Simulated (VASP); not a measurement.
Input:

```
CELL_PARAMETERS angstrom
      0.00000     2.47803     2.47803
      2.47803     0.00000     2.47803
      2.47803     2.47803     0.00000
ATOMIC_POSITIONS crystal
  Eu 0.00000 0.00000 0.00000
  O  0.50000 0.50000 0.50000
```

All values below come from optB88-vdW, VASP's PBE PAW potentials (set 64) (plane waves; VASP 6.6.1). Settings: 520 eV cut-off, 9×9×9 Γ-centred mesh, Gaussian smearing of 0.050 eV, potentials Eu_2 O.

The 4f electrons are frozen in the core of the lanthanide potential, so 4f levels, which can set the real gap, and their magnetism are missing.

Q: The job: EuO (rock salt), 2 atoms, optB88-vdW, static run, 520 eV, 9×9×9 Γ-centred mesh. Roughly how much core time does it take on a busy server core?

A: About 20 core-seconds (one run on a shared machine, a rough figure). It had 35 irreducible k-points, 11 bands, up to 869 plane waves and 13 electronic steps.

The compound is EuO in the rock salt structure. It was relaxed first, which changed the volume by -10 %.
